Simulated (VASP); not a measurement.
Here is a VASP 6.6.1 calculation.

The input INCAR:

```
PREC     = Accurate       # precision mode
ENCUT    = 350            # plane-wave cutoff, eV
EDIFF    = 1E-5           # SCF threshold, eV
ISMEAR   = 0              # smearing method
SIGMA    = 0.03           # smearing width, eV
LREAL    = Auto         
LASPH    = T              # aspherical terms in the spheres
NELM     = 120            # most SCF steps
ALGO     = Normal         # electronic algorithm
ISIF     = 2              # what is computed and relaxed
LWAVE    = F              # write WAVECAR
LCHARG   = F              # write CHGCAR
ISPIN    = 2              # spin polarisation
MAGMOM   = 4 0 0 0 0 0 0 0 0 0 0 0 0 0 0 0 0 0 0 0 0 0 0 0 # initial moments
LORBIT   = 11             # projections on sites
LMAXMIX  = 4              # l up to which the mixer works
LDAU     = T              # DFT+U
LDAUTYPE = 2            
LDAUL    = 2 -1 -1        # shell
LDAUU    = 3.5 0 0        # U, eV
LDAUJ    = 0 0 0        
LDAUPRINT= 1            
GGA      = PS             # functional
NBANDS   = 130            # bands
```

The input KPOINTS:

```
Automatic mesh
0
Gamma
  2 2 2
```

Contents of POSCAR:

```
MnIn11As12
1.0
    0.0000000000      9.0870000000      9.0870000000
    6.0580000000      0.0000000000      6.0580000000
    6.0580000000      6.0580000000      0.0000000000
Mn In As
1 11 12
Direct
    0.0000000000      0.0000000000      0.0000000000
    0.0000000000      0.0000000000      0.5000000000
    0.0000000000      0.5000000000      0.0000000000
    0.0000000000      0.5000000000      0.5000000000
    0.3333330000      0.0000000000      0.0000000000
    0.3333330000      0.0000000000      0.5000000000
    0.3333330000      0.5000000000      0.0000000000
    0.3333330000      0.5000000000      0.5000000000
    0.6666670000      0.0000000000      0.0000000000
    0.6666670000      0.0000000000      0.5000000000
    0.6666670000      0.5000000000      0.0000000000
    0.6666670000      0.5000000000      0.5000000000
    0.0833333333      0.1250000000      0.1250000000
    0.0833333333      0.1250000000      0.6250000000
    0.0833333333      0.6250000000      0.1250000000
    0.0833333333      0.6250000000      0.6250000000
    0.4166663333      0.1250000000      0.1250000000
    0.4166663333      0.1250000000      0.6250000000
    0.4166663333      0.6250000000      0.1250000000
    0.4166663333      0.6250000000      0.6250000000
    0.7500003333      0.1250000000      0.1250000000
    0.7500003333      0.1250000000      0.6250000000
    0.7500003333      0.6250000000      0.1250000000
    0.7500003333      0.6250000000      0.6250000000
```

Potentials or basis: VASP PAW PBE potentials, release 64 (Mn_pv, In_d, As).

The run is started by

```console
$ cat potpaw_PBE.64/Mn_pv/POTCAR potpaw_PBE.64/In_d/POTCAR potpaw_PBE.64/As/POTCAR > POTCAR
$ mpirun -np 1 vasp_std > vasp.out
```

(1) What does it give for the band gap on the k mesh?

(2) What does it give for the net moment?

Answers

(1) none (metal or under the smearing width).

(2) 4.64 μB per cell.

Caveat: the k mesh is coarse (spacing up to 0.45 Å⁻¹), so the values aren't converged; only a ferromagnetic start was run, and an antiferromagnetic order may lie lower in energy; the U is typed as a test and isn't derived for this compound.
